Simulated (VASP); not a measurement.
Energy against volume of CoSi2 (fluorite). These are rev-vdW-DF2, VASP's PBE PAW potentials (set 64) (plane waves; VASP 6.6.1) values and carry that method's errors.

| V (Å³/atom) | E (eV/atom) |
|---|---|
| 11.980 | -5.01012 |
| 12.362 | -5.03189 |
| 12.745 | -5.03832 |
| 13.127 | -5.03179 |
| 13.509 | -5.01432 |

Question: Fit a third-order Birch-Murnaghan equation of state.

Answer: 
```yaml
volume_per_atom: 12.73 Å^3/atom
bulk_modulus: 181 GPa
pressure_derivative_of_the_bulk_modulus: 4.61
lattice_constant_a: 5.346 Å
```

Measured: a 5.365 Å (computed value off by -0.4 %), as given by Ganesh Hegde et al., Applied Physics Letters (2014), arXiv:1405.1317. The calculation is for a static lattice, while the measured a holds thermal and zero-point effects, which are part of the difference.

The compound is CoSi2 in the fluorite structure. It was relaxed first. The run is not spin-polarised, so no magnetic state was tried.
